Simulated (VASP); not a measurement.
Given:

```xyz
2
Lattice="0.0000 3.3350 3.3350 3.3350 0.0000 3.3350 3.3350 3.3350 0.0000" Properties=species:S:1:pos:R:3 pbc="T T T"
K      6.6700     6.6700     6.6700
Br     3.3350     3.3350     3.3350
```

These are r2SCAN meta-GGA, VASP's PBE PAW potentials (set 64) (plane waves; VASP) values and carry that method's errors. Run with 520 eV cut-off, 7×7×7 Γ-centred mesh, Gaussian smearing of 0.050 eV, potentials K_sv Br.

Q: The job: KBr (rock salt), 2 atoms, r2SCAN, static run, 520 eV, 7×7×7 Γ-centred mesh. Roughly how much core time does it take on a busy server core?

A: About 50 core-seconds (one run on a shared machine, a rough figure). It had 20 irreducible k-points, 12 bands, up to 2015 plane waves and 22 electronic steps.

The compound is KBr in the rock salt structure. This cell is one point of a volume scan, at 1.03 of the reference volume.
